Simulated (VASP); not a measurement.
Level of theory: PBE GGA, VASP's PBE PAW potentials (set 64) (plane waves; VASP).

The input files of a VASP run:

INCAR:
```
# general
SYSTEM  = ZrS2
PREC    = Accurate
ENCUT   = 520
LREAL   = F   # projection in real space or not
LASPH   = T

# electronic loop
EDIFF   = 1E-6
NELM    = 100
ALGO    = Normal
LMAXMIX = 4

# smearing
ISMEAR  = 0
SIGMA   = 0.05   # width (eV)

# functional
GGA     = PE

# ions
IBRION  = 2   # conjugate gradients
NSW     = 60   # most ionic steps
ISIF    = 3   # ions, shape and volume
EDIFFG  = -0.01   # ionic stop

# output
LWAVE   = F
LCHARG  = F
```

**KPOINTS**
```
Automatic mesh
0
Gamma
8 8 4
0 0 0
```

### POSCAR
```
ZrS2
1.0
  1.8417329856  -3.1899751275   0.0000000000
  1.8417329856   3.1899751275   0.0000000000
  0.0000000000   0.0000000000   6.5467731391
Zr S
1 2
Direct
  0.0000000000   0.0000000000   0.0000000000
  0.3333330000   0.6666670000   0.2214904522
  0.6666670000   0.3333330000   0.7785095478
```

POTCAR, in this order: Zr_sv S (PBE.64 set). Program: vasp_std.

Question: What will the output report for the number of irreducible k-points (NKPTS), largest plane-wave count, number of space-group operations, FFT grid (NGX, NGY, NGZ)?

Answer: 
```json
{
 "number of irreducible k-points (NKPTS)": "35",
 "largest_plane_wave_count": "2088",
 "number_of_space_group_operations": "12",
 "FFT grid (NGX, NGY, NGZ)": "28 × 28 × 50"
}
```

The compound is ZrS2 in the 1T layered structure. It was relaxed first, which changed the volume by +14 %. The start is the result of an earlier pass.
